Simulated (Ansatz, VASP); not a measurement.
**Re (Rhenium) in two plane-wave programs**

One calculation is typed for both programs; each brings its own data sets. How far apart do they land? The cell is taken from a series of runs on this material, whose earlier steps may have relaxed, scaled, displaced or heated it; both programs get it as it stands.

Calculated with Ansatz 0.2.0; plane waves, with VASP 6.6.1 beside it; zone-centre phonons at PBEsol.

## (1) Set-up

It takes space group P6_3/mmc (No. 194, hexagonal). Conventional cell: a = 2.738 Å, b = 2.738 Å, c = 4.530 Å, α = 90.00°, β = 90.00°, γ = 120.00°. Re has 12 Re at 2.74 to 2.76 Å nearest.

## (2) Ansatz: zone-centre phonons, PBEsol

Ansatz runs on its PAW soft_1 files.

Second derivatives magnify differences that forces hide, and they need a tight electronic threshold.

The input, input.yaml:

```yaml
crystal:
  lattice:
    - [2.7382134578, 0.0, 0.0]
    - [-1.3691067289, 2.3713624154, 0.0]
    - [0.0, 0.0, 4.5301830396]
  atoms:
    - { symbol: Re, position: [0.3333333295, 0.6666666705, 0.25] }
    - { symbol: Re, position: [0.6666666705, 0.3333333295, 0.75] }
kpoints:
  mp_grid: { grid: [18, 18, 12] }
hamiltonian:
  xc: pbesol
  pseudopotentials: { kind: paw, azcp: { folder: soft_1 }, xc_functional: pbe }
scf:
  occupations: { method: methfessel_paxton, width: 0.2 }
output:
  eigenvalues: true
phonons:
  method: dfpt
```

Started as:

```sh
$ ansatz run input.yaml --threads 4 --pin off --max-ram 10240MiB --backend cpu --events-out ev --progress --plain --runs-dir out
```

Numbers of over 12 decimals in the logs are rounded to 6 here.

Log:

```text
zone centre: on kpoints.mp_grid the ground state, and the responses unless they are solved on pairs of k-points, stand on 637 of the mesh's 3888 k-points, reduced under 4 symmetry operations, with k and −k counted as one. Each operation leaves every solved displacement unchanged or reverses it
Engine: ansatz 0.2.0, x86_64-unknown-linux-gnu
Pseudopotentials: kind: paw
Pseudopotential: Re, paw, valence charge 15, recommended cutoff 420 eV (normal), soft_1/Re.paw.azcp
Functional definition: PBEsol
  exchange = pbesol_x
  correlation = pbesol_c
Crystal: 2 atoms, lattice volume = 29.416 Å³
Basis set: ecut = 420 eV, 573 PW (Γ), exchange–correlation on 40×40×64 points (8 copies of the dense FFT grid, shifted against one another)
Bands: 19, of which v1, the nominal top of the filled ones, is band 15 counted from 1 (14 counted from 0)
Symmetry: 24 space group operations
k-points: 637 of 3888 (irreducible under 4 space group operations, time reversal used)
Non-local potential: Re, projectors of the file, l = 0: 3, l = 1: 2, l = 2: 2, l = 3: 1
PAW form: soft (Blöchl's): semilocal exchange-correlation on the pseudo side does not see the compensation charge
PAW frozen core: Re, regenerated for the run's functional, and the local potential with it (the file was generated under x = pbe(κ = 0.804, μ = 0.219515), c = pbe(β = 0.066725))
PAW one-centre angular grid: Re, 590 points (default); XC on 64 Gauss nodes
Initial density: superposition of atomic densities (chi_scale 0.1, normalization cell)
Initial wavefunctions: pseudopotential atomic-orbital guess
Functional: x = pbesol(κ = 0.804, μ = 0.123457), c = pbesol(β = 0.046)
SCF iter   1: F=—  HF=-21477.164994 eV  |F-HF|=—  |Δ(HF+E_count)|=         —  Δρ=6.31e-2  dr2=1.09e0  ethr=3.10e-3  ⟨swp⟩=4.7  Hψ=47960  notcnv=0
preconditioner: auto → none  [metal: Δε(μ)=0.008 eV  Ē_g=6.413 eV  σ=0.200 eV  W_gap=0.03  n_scr=8 (ndim 8)  ℏωp=25.6 eV  f_vac=0.000  D(μ)=1.49/eV (n_scr^D=22)  sad-step TF]
SCF iter   2: F=—  HF=-21476.870289 eV  |F-HF|=—  |Δ(HF+E_count)|=   2.95e-1  S|Δr|=    0.00e0  Δρ=3.68e-2  dr2=3.58e-1  ethr=3.10e-3  ⟨swp⟩=2.0  Hψ=19430  notcnv=0  defer=6
SCF iter   3: F=—  HF=-21476.732485 eV  |F-HF|=—  |Δ(HF+E_count)|=   1.38e-1  S|Δr|=    0.00e0  Δρ=1.77e-3  dr2=3.30e-4  ethr=1.19e-3  ⟨swp⟩=3.0  Hψ=23416  notcnv=0  defer=6
SCF iter   4: F=—  HF=-21476.732830 eV  |F-HF|=—  |Δ(HF+E_count)|=   3.44e-4  S|Δr|=    0.00e0  Δρ=1.88e-4  dr2=1.05e-5  ethr=1.10e-6  ⟨swp⟩=2.1  Hψ=17861  notcnv=0  defer=6
SCF iter   5: F=—  HF=-21476.732826 eV  |F-HF|=—  |Δ(HF+E_count)|=   4.12e-6  S|Δr|=    0.00e0  Δρ=3.10e-5  dr2=1.99e-7  ethr=3.52e-8  ⟨swp⟩=2.0  Hψ=16407  notcnv=0  defer=6
SCF iter   6: F=—  HF=-21476.732825 eV  |F-HF|=—  |Δ(HF+E_count)|=   4.06e-7  S|Δr|=    0.00e0  Δρ=7.64e-6  dr2=1.29e-8  ethr=6.64e-10  ⟨swp⟩=2.7  Hψ=22922  notcnv=0  defer=6
SCF iter   7: F=—  HF=-21476.732825 eV  |F-HF|=—  |Δ(HF+E_count)|=   3.41e-9  S|Δr|=    0.00e0  Δρ=1.19e-6  dr2=2.48e-10  ethr=4.28e-11  ⟨swp⟩=2.9  Hψ=22299  notcnv=0  defer=6
SCF iter   8: F=-21476.732825 eV  HF=-21476.732825 eV  |F-HF|=0.00e0  |Δ(HF+E_count)|=  7.28e-12  S|Δr|=    0.00e0  Δρ=9.40e-8  dr2=9.56e-13  ethr=1.00e-12  ⟨swp⟩=5.9  Hψ=52474  notcnv=0
SCF 1 converged in 8 iterations: F = -21476.732825 eV  dr2 = 9.56e-13
  greatest PAW one-centre occupation: 0.999 electrons in one spin orbital (limit 2), on the Re atom at site 1 (counted from 0), in its partial waves of l = 0
DFPT response loops at Γ: preconditioner auto → Kerker (q_TF=auto, 2.737 Å⁻¹) (partly filled bands, converged f_vac=0.000); β = 1.00, the filter's whole step (`scf.mixing.beta` (0.50) is not read by the response loops under this deck's `scf.mixing.preconditioner`; to damp them name `kerker` or `kerker_dos`, under which they read `scf.mixing.beta`, and type it under 1.00, their step now; both keys bind the ground state too); Broyden in place of MSR1
SCF converged after 8 iterations
Stability not checked: this state was not tested for a lower state beside it, because cold or Methfessel-Paxton smearing, or corrected tetrahedra, fill the levels in a way that the test cannot read (fill_not_monotonic; see scf.lower_state_search)
Free energy (F): -21476.732825 eV
Harris-Foulkes:  -21476.732825 eV  (|F-HF|=0.00e0)
Internal energy: -21476.733688 eV  (E = F + TS)
E sigma→0 (E₀):  -21476.733041 eV
Entropy (-TS):   0.000863 eV (0.431 meV/atom)
Fermi energy:    23.892925 eV
--- Per-component energies (eV) ---
  E_band       = -146.361773
  E_kinetic    = 1046.316430
  E_local      = -1547.366112  (includes V_loc(G=0)·N_el)
  E_nonlocal   = 165.051807
  E_hartree    = 538.651545
  E_xc         = -708.703233
  E_vxc        = -580.312152  (∫ρ·V_xc dr)
  E_paw        = -17152.014947  (= ΣΔE_a)
  E_vpaw       = -307.354963  (= ΣTr[D̂ρ^β])
  E_aug_tail   = 0.000100  (compensation charges beyond the density's cutoff)
  E_ewald      = -3819.135931
  E_core_change = 0.466653  (= ΣΔE_core)
  E_smearing   = 0.000863  (= −TS)
  E_closure    = 0.000000  (closes the sum)
  Σ components = -21476.732825   (vs F -21476.732825, Δ=0.00e0)
--- Band table (eV; the first three rows and the last of 637) ---
  k-point 0: bands = [... 11 lower, 22.3305, 22.3305, 23.1030, 23.1030, 24.2206, 24.2861, 24.2861, 27.2670]
  k-point 1: bands = [... 11 lower, 22.2980, 22.2980, 23.0573, 23.0573, 23.9884, 24.3899, 24.3899, 27.2708]
  k-point 2: bands = [... 11 lower, 22.2265, 22.2265, 22.9326, 22.9326, 23.3998, 24.6708, 24.6708, 27.2647]
  k-point 636: bands = [... 11 lower, 20.5741, 21.7337, 21.7337, 23.6840, 23.6840, 27.8357, 27.8357, 30.3336]
--- Phonons (Γ-DFPT): 2 representative perturbations + reference, on 637 of 3888 k-points (Σ response iterations 5) ---
  k mesh reduced under 4 symmetry operations, with k and −k counted as one. Each operation leaves every solved displacement unchanged or reverses it
  ASR residual: 7.277e-5 → 0.000e0 eV/Å²; symmetrization residual: 2.123e-13 eV/Å²
  ASR residual per site (eV/Å²): 7.28e-5 7.28e-5
  Γ frequencies (cm⁻¹): 0.00 0.00 0.00 64.59 115.50 115.50
  non-analytic LO–TO correction: not included (Born effective charges unavailable; polar crystals: no LO–TO splitting at Γ)
```

## (3) VASP: zone-centre phonons, PBEsol

The same cell, functional, mesh and smearing now go to VASP, with its own data sets.

Lines of VASP's logs that name or quote its potential files are left out, and so is its time.

The input, INCAR:

```
SYSTEM = Re
PREC = Accurate
ENCUT = 600
EDIFF = 1E-08
NELM = 120
ISMEAR = 1
SIGMA = 0.2
LREAL = .FALSE.
ALGO = Normal
GGA = PS
NBANDS = 13
LASPH = .TRUE.
LORBIT = 11
LWAVE = .FALSE.
LCHARG = .FALSE.
ISIF = 2
IBRION = 8
GGA_COMPAT = .FALSE.
KPAR = 2
```

The input, POSCAR:

```
Re
1.0
    2.7382134578      0.0000000000      0.0000000000
   -1.3691067289      2.3713624154      0.0000000000
    0.0000000000      0.0000000000      4.5301830396
Re
2
Direct
    0.3333333295      0.6666666705      0.2500000000
    0.6666666705      0.3333333295      0.7500000000
```

The input, KPOINTS:

```
Automatic mesh
0
Gamma
18 18 12
0 0 0
```

Potentials, in the order of the species: Re (PBE family, release 64).

Started as:

```sh
$ mpirun -np 2 vasp_std
```

Log:

```text
[banner, memory and clock lines left out]
running    2 mpi-ranks, on    1 nodes
 distrk:  each k-point on    1 cores,    2 groups
 distr:  one band on    1 cores,    1 groups

 POSCAR found type information on POSCAR Re
 POSCAR found :  1 types and       2 ions
|                                                                             |
|               ----> ADVICE to this user running VASP <----                  |
|                                                                             |
|     You enforced a specific xc type in the INCAR file but a different       |
|     [... a line on the potential file left out ...]
|     I HOPE YOU KNOW WHAT YOU ARE DOING!                                     |
|                                                                             |

 LDA part: xc-table for (Slater+PW92), standard interpolation
 POSCAR, INCAR and KPOINTS ok, starting setup
 FFT: planning ... GRIDC
 FFT: planning ... GRID_SOFT
 FFT: planning ... GRID
 WAVECAR not read
 entering main loop
       N       E                     dE             d eps       ncg     rms          rms(c)
DAV:   1     0.308113854478E+02    0.30811E+02   -0.73423E+03 12644   0.146E+03
DAV:   2    -0.253305919477E+02   -0.56142E+02   -0.47496E+02 11349   0.331E+02
DAV:   3    -0.282080149749E+02   -0.28774E+01   -0.25801E+01 11746   0.959E+01
DAV:   4    -0.282527829962E+02   -0.44768E-01   -0.44340E-01 10822   0.655E+00
DAV:   5    -0.282533786281E+02   -0.59563E-03   -0.59529E-03 11449   0.110E+00    0.444E+01
DAV:   6    -0.271040252020E+02    0.11494E+01   -0.10042E+00 11633   0.284E+01    0.181E+01
DAV:   7    -0.267304495812E+02    0.37358E+00   -0.66702E-01 11945   0.225E+01    0.573E-01
DAV:   8    -0.267181577917E+02    0.12292E-01   -0.82031E-03 11258   0.838E-01    0.157E-01
DAV:   9    -0.267170558121E+02    0.11020E-02   -0.59631E-04 12249   0.269E-01    0.420E-02
DAV:  10    -0.267170612961E+02   -0.54840E-05   -0.56284E-05 11052   0.929E-02    0.163E-02
DAV:  11    -0.267170620305E+02   -0.73445E-06   -0.80395E-07 12180   0.189E-02    0.168E-03
DAV:  12    -0.267170617063E+02    0.32419E-06   -0.55691E-08 10728   0.784E-03    0.573E-04
DAV:  13    -0.267170617277E+02   -0.21331E-07   -0.31705E-09  6699   0.112E-03    0.835E-05
DAV:  14    -0.267170617270E+02    0.65779E-09   -0.62924E-10  5697   0.548E-04
   1 F= -.26717062E+02 E0= -.26717319E+02  d E =0.770553E-03
 Linear response reoptimize wavefunctions to high precision
DAV:   1    -0.267170617248E+02    0.22314E-08   -0.40539E-10  6383   0.104E-03
DAV:   2    -0.267170617248E+02   -0.27285E-10   -0.28692E-10  5522   0.359E-04
 Linear response DOF=           2
 Linear response progress:
  Degree of freedom:   1/  2
       N       E                     dE             d eps       ncg     rms          rms(c)
RMM:   1    -0.737523581797E-01   -0.73752E-01   -0.60620E+00 29932   0.158E+02
RMM:   2    -0.142183259158E+00   -0.68431E-01   -0.70346E-02 67043   0.269E+00    0.132E-01
RMM:   3    -0.141741236416E+00    0.44202E-03   -0.18089E-03 66417   0.365E-01    0.891E-02
RMM:   4    -0.140903258416E+00    0.83798E-03   -0.11120E-03 68545   0.338E-01    0.238E-02
RMM:   5    -0.140953035003E+00   -0.49777E-04   -0.45539E-05 65644   0.781E-02    0.923E-03
RMM:   6    -0.140964133129E+00   -0.11098E-04   -0.68676E-06 68943   0.293E-02    0.302E-03
RMM:   7    -0.140964687280E+00   -0.55415E-06   -0.35766E-07 61651   0.780E-03    0.114E-03
RMM:   8    -0.140963223208E+00    0.14641E-05    0.94405E-08 67674   0.230E-03    0.386E-04
RMM:   9    -0.140962430254E+00    0.79295E-06   -0.25417E-08 69378   0.110E-03    0.674E-05
RMM:  10    -0.140962326849E+00    0.10340E-06   -0.31503E-08 69927   0.533E-04    0.221E-05
RMM:  11    -0.140962343084E+00   -0.16235E-07   -0.36143E-08 71434   0.480E-04    0.419E-06
RMM:  12    -0.140962338395E+00    0.46891E-08   -0.16565E-08 71824   0.456E-04    0.185E-06
 first order change of Fermi-energy  -0.16268E-04
 force on displaced ion       1 direction 1 :  -4.468   0.000   0.000
 Linear response progress:
  Degree of freedom:   2/  2
       N       E                     dE             d eps       ncg     rms          rms(c)
RMM:   1    -0.110816953159E+00   -0.11082E+00   -0.65440E+00 10285   0.163E+02
RMM:   2    -0.184648605440E+00   -0.73832E-01   -0.57121E-02 21453   0.324E+00    0.199E-01
RMM:   3    -0.185796013792E+00   -0.11474E-02   -0.40179E-03 22430   0.671E-01    0.114E-01
RMM:   4    -0.186179104258E+00   -0.38309E-03   -0.11905E-03 24042   0.191E-01    0.525E-02
RMM:   5    -0.186312018870E+00   -0.13291E-03   -0.23358E-04 22710   0.145E-01    0.957E-03
RMM:   6    -0.186334098417E+00   -0.22080E-04    0.19968E-05 21733   0.376E-02    0.650E-03
RMM:   7    -0.186365400503E+00   -0.31302E-04   -0.77551E-06 21052   0.233E-02    0.283E-03
RMM:   8    -0.186360931657E+00    0.44688E-05    0.20568E-05 24121   0.893E-03    0.132E-03
RMM:   9    -0.186357545533E+00    0.33861E-05    0.40376E-06 20470   0.103E-02    0.277E-04
RMM:  10    -0.186358126212E+00   -0.58068E-06    0.17585E-06 23983   0.284E-03    0.209E-04
RMM:  11    -0.186358519566E+00   -0.39335E-06    0.70670E-08 22368   0.120E-03    0.156E-04
RMM:  12    -0.186358068213E+00    0.45135E-06   -0.11040E-07 22780   0.993E-04    0.332E-05
RMM:  13    -0.186358252363E+00   -0.18415E-06   -0.86314E-07 23977   0.775E-04    0.811E-06
RMM:  14    -0.186358187435E+00    0.64928E-07   -0.91992E-09 24836   0.600E-04    0.710E-06
RMM:  15    -0.186358218373E+00   -0.30938E-07   -0.11089E-07 23495   0.587E-04    0.238E-06
RMM:  16    -0.186358213856E+00    0.45169E-08   -0.45214E-08 24078   0.587E-04    0.442E-07
 first order change of Fermi-energy   0.76624E-04
 force on displaced ion       1 direction 3 :   0.000  -0.000  -1.065
 Linear response finished
```

OUTCAR, selected parts (step 3):

```text
ion  position               nearest neighbor table
   1  0.333  0.667  0.250-   2 2.76   2 2.76   2 2.76   2 2.76   2 2.76   2 2.76
   2  0.667  0.333  0.750-   1 2.76   1 2.76   1 2.76   1 2.76   1 2.76   1 2.76

  LATTYP: Found a hexagonal cell.
 ALAT       =     2.7382134578
 C/A-ratio  =     1.6544302004

 Subroutine GETGRP returns: Found 24 space group operations
 (whereof 12 operations were pure point group operations)

The static configuration has the point symmetry D_3d.
 The point group associated with its full space group is D_6h.

 Found    259 irreducible k-points:

   k-points           NKPTS =    259   k-points in BZ     NKDIM =    259   number of bands    NBANDS=     13

   dimension x,y,z NGX =    24 NGY =   24 NGZ =   36
   dimension x,y,z NGXF=    48 NGYF=   48 NGZF=   72

   ENCUT  =  600.0 eV  44.10 Ry    6.64 a.u.   5.47  5.47  9.05*2*pi/ulx,y,z

   NELECT =      14.0000    total number of electrons

 k-points in reciprocal lattice and weights: Automatic mesh
   0.00000000  0.00000000  0.00000000       0.000
   0.05555556  0.00000000  0.00000000       0.002
   0.11111111  0.00000000  0.00000000       0.002
   0.16666667 -0.00000000  0.00000000       0.002
   0.22222222 -0.00000000  0.00000000       0.002
   0.27777778  0.00000000  0.00000000       0.002
   0.33333333 -0.00000000  0.00000000       0.002
   0.38888889  0.00000000  0.00000000       0.002
   0.44444444 -0.00000000  0.00000000       0.002
[...]
0.33333333  0.27777778  0.50000000       0.003
   0.33333333  0.33333333  0.50000000       0.001

 average (electrostatic) potential at core
       1 -38.9642       2 -38.9642

  Total       -0.0011827     -0.0011827     -2.1349614      0.0000000      0.0000000      0.0000000
  in kB       -0.0644198     -0.0644198   -116.2839118      0.0000000      0.0000000      0.0000000
  external PRESSURE =     -38.8042504 kB  Pullay stress =       0.0000000 kB

  energy-cutoff  :      600.00
  volume of cell :       29.42
      direct lattice vectors                 reciprocal lattice vectors
     2.738213458  0.000000000  0.000000000     0.365201623  0.210849256  0.000000000
    -1.369106729  2.371362415  0.000000000     0.000000000  0.421698511  0.000000000
     0.000000000  0.000000000  4.530183040     0.000000000  0.000000000  0.220741633

 POSITION                                       TOTAL-FORCE (eV/Angst)
 -----------------------------------------------------------------------------------
     -0.00000      1.58091      1.13255        -0.000000      0.000000      0.000000
      1.36911      0.79045      3.39764         0.000000     -0.000000      0.000000
 -----------------------------------------------------------------------------------
    total drift:                               -0.000000      0.000000     -0.000000

 Eigenvectors and eigenvalues of the dynamical matrix
 ----------------------------------------------------

   1 f  =    3.424596 THz    21.517369 2PiTHz  114.232212 cm-1    14.162983 meV
             X         Y         Z           dx          dy          dz
     -0.000000  1.580908  1.132546     0.707107    0.000003   -0.000000
      1.369107  0.790454  3.397637    -0.707107   -0.000003   -0.000000

   2 f  =    3.424596 THz    21.517369 2PiTHz  114.232212 cm-1    14.162983 meV
             X         Y         Z           dx          dy          dz
     -0.000000  1.580908  1.132546     0.000003   -0.707107   -0.000000
      1.369107  0.790454  3.397637    -0.000003    0.707107    0.000000

   3 f  =    1.672025 THz    10.505646 2PiTHz   55.772765 cm-1     6.914938 meV
             X         Y         Z           dx          dy          dz
     -0.000000  1.580908  1.132546    -0.000000   -0.000000    0.707107
      1.369107  0.790454  3.397637     0.000000   -0.000000   -0.707107

   4 f  =    0.000000 THz     0.000000 2PiTHz    0.000002 cm-1     0.000000 meV
             X         Y         Z           dx          dy          dz
     -0.000000  1.580908  1.132546     0.095941   -0.697904    0.061038
      1.369107  0.790454  3.397637     0.095941   -0.697904    0.061038

   5 f  =    0.000000 THz     0.000000 2PiTHz    0.000001 cm-1     0.000000 meV
             X         Y         Z           dx          dy          dz
     -0.000000  1.580908  1.132546     0.700406    0.096880    0.006808
      1.369107  0.790454  3.397637     0.700406    0.096880    0.006808

   6 f/i=    0.000000 THz     0.000000 2PiTHz    0.000000 cm-1     0.000000 meV
             X         Y         Z           dx          dy          dz
     -0.000000  1.580908  1.132546    -0.015082    0.059536    0.704435
      1.369107  0.790454  3.397637    -0.015082    0.059536    0.704435

 ELASTIC MODULI CONTR FROM IONIC RELAXATION (kBar)
 Direction    XX          YY          ZZ          XY          YZ          ZX
 --------------------------------------------------------------------------------
 XX         -96.3942     96.3942     -0.0000      0.0000     -0.0000      0.0000
 YY          96.3942    -96.3942     -0.0000     -0.0000     -0.0000      0.0000
 ZZ          -0.0000     -0.0000     -0.0000      0.0000     -0.0000      0.0000
 XY           0.0000     -0.0000      0.0000    -96.3942      0.0000     -0.0000
 YZ          -0.0000     -0.0000     -0.0000      0.0000     -0.0000      0.0000
 ZX           0.0000      0.0000      0.0000     -0.0000      0.0000     -0.0000
 --------------------------------------------------------------------------------
```

## (4) Comparison

Known differences besides the potentials themselves: the data sets hold 30 valence electrons in Ansatz (on its PAW soft_1 files) and 14 in VASP; the cutoff is 420 eV in Ansatz and 600 eV in VASP; Ansatz makes its cores anew for this functional, VASP keeps those of its PBE data sets. Total energies have different zeros and are not compared.

The two programs side by side:

```tsv
quantity	Ansatz	VASP	difference
optical mode 1 (cm⁻¹)	64.6	55.8	+15.81 %
optical mode 2 to 3 (cm⁻¹)	115.5	114.2	+1.11 %
```

Modes are paired by rising frequency, not by their patterns, so a pair may set unlike modes beside each other; they are those without the splitting of longitudinal modes.

## (5) What came out

| Item | Value |
| --- | --- |
| r.m.s. difference of the optical zone-centre modes, each program's sorted by frequency (zone-centre phonons, PBEsol) | 5.2 cm⁻¹ |
| difference in optical mode 1 (zone-centre phonons, PBEsol) | +15.8 % |

The r.m.s. difference of the optical zone-centre modes, each program's sorted by frequency is 5.2 cm⁻¹ (zone-centre phonons, PBEsol). The data sets hold unlike numbers of valence electrons (30 in Ansatz and 14 in VASP), so part of the differences comes from the potentials. Among the rows given in per cent, the largest difference of the zone-centre phonons, PBEsol pair is in optical mode 1, +15.8 %. What causes the difference of the zone-centre phonons, PBEsol pair stays open here. How closely two codes agree says nothing of how well the functional describes the real material.

[Lines on the potential files, build, host, timing and source positions are cut from VASP's logs without a mark.]

[Logs are printed without paths, hosts, clocks, repeated set-up lines and the standing remarks that a program may print on its own settings, such as how far it seeks lower states.]

[Hosts, paths, dates, database ids (printed as entryN), source tags and the programs' standing remarks are cut or masked in the printed files.]
